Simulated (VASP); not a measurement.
These are AM05 GGA, VASP's PBE PAW potentials (set 64) (plane waves; VASP 6.6.1) values and carry that method's errors.

VASP ran on this input.

POSCAR:
```
Rh
1.8857670
  0.0000000000   0.9999999438   0.9999999438
  0.9999999438   0.0000000000   0.9999999438
  0.9999999438   0.9999999438   0.0000000000
Rh
1
Direct
  0.0000000000   0.0000000000   0.0000000000
```

**INCAR**
```
# general
SYSTEM   =  Rh
PREC     =  Accurate
ENCUT    =  520   # plane-wave cut-off (eV)
LREAL    =  .False.   # projection in real space or not
LASPH    =  .True.

# electronic loop
EDIFF    =  1E-7   # SCF stop (eV)
NELM     =  100   # most electronic steps
ALGO     =  Normal
LMAXMIX  =  4   # l cut-off of mixed one-centre charges

# smearing
ISMEAR   =  -5

# functional
GGA      =  AM   # AM05

# ions
ISIF     =  2

# output
LWAVE    =  .False.
LCHARG   =  .True.
LORBIT   =  11   # lm-projected
NEDOS    =  601   # DOS grid
```

**KPOINTS**
```
Automatic
0
gamma
19 19 19
0 0 0
```

POTCAR, in this order: Rh_pv (PBE.64 set). Program: vasp_std.

Output

### OSZICAR
```
       N       E                     dE             d eps       ncg     rms          rms(c)
DAV:   1     0.113784722255E+03    0.11378E+03   -0.94397E+03  4848   0.147E+03
DAV:   2    -0.699382354110E+01   -0.12078E+03   -0.11613E+03  5008   0.390E+02
DAV:   3    -0.845563311581E+01   -0.14618E+01   -0.14556E+01  5533   0.485E+01
DAV:   4    -0.846436332106E+01   -0.87302E-02   -0.87444E-02  5381   0.384E+00
DAV:   5    -0.846449867679E+01   -0.13536E-03   -0.13568E-03  5471   0.445E-01    0.116E+01
DAV:   6    -0.788122805954E+01    0.58327E+00   -0.13395E+00  5050   0.174E+01    0.378E+00
DAV:   7    -0.785784032472E+01    0.23388E-01   -0.30856E-02  5584   0.230E+00    0.172E+00
DAV:   8    -0.785295741675E+01    0.48829E-02   -0.48256E-03  5035   0.114E+00    0.230E-01
DAV:   9    -0.785277785000E+01    0.17957E-03   -0.18352E-04  5581   0.230E-01    0.324E-02
DAV:  10    -0.785278709073E+01   -0.92407E-05   -0.33874E-06  5422   0.255E-02    0.386E-03
DAV:  11    -0.785278613635E+01    0.95438E-06   -0.39974E-07  5446   0.933E-03    0.698E-04
DAV:  12    -0.785278604765E+01    0.88703E-07   -0.14298E-08  2765   0.211E-03
   1 F= -.78527860E+01 E0= -.78527860E+01  d E =0.000000E+00
```

File OUTCAR:
```
------------------------ aborting loop because EDIFF is reached ----------------------------------------
  FORCE on cell =-STRESS in cart. coord.  units (eV):
  Direction    XX          YY          ZZ          XY          YZ          ZX
  --------------------------------------------------------------------------------------
  Total        0.0058118      0.0058118      0.0058118      0.0000000      0.0000000      0.0000000
  in kB        0.6942670      0.6942670      0.6942670      0.0000000      0.0000000      0.0000000
  external PRESSURE =       0.6942670 kB  Pullay stress =       0.0000000 kB
  volume of cell :       13.41
      direct lattice vectors                 reciprocal lattice vectors
     0.000000000  1.885766894  1.885766894    -0.265144118  0.265144118  0.265144118
     1.885766894  0.000000000  1.885766894     0.265144118 -0.265144118  0.265144118
     1.885766894  1.885766894  0.000000000     0.265144118  0.265144118 -0.265144118
 POSITION                                       TOTAL-FORCE (eV/Angst)
 -----------------------------------------------------------------------------------
      0.00000      0.00000      0.00000         0.000000     -0.000000      0.000000
 -----------------------------------------------------------------------------------
    total drift:                                0.000000     -0.000000      0.000000
  FREE ENERGIE OF THE ION-ELECTRON SYSTEM (eV)
  ---------------------------------------------------
  free  energy   TOTEN  =        -7.8527860477 eV

  energy  without entropy=       -7.8527860477  energy(sigma->0) =       -7.85278605

 total charge

# of ion       s       p       d       tot
------------------------------------------
    1        0.418   6.322   7.075  13.815
```
(Selected blocks of OUTCAR.)

For a metal the tetrahedron method with Blöchl corrections gives inexact stress and forces.

The compound is Rh in the fcc structure. It was relaxed first.
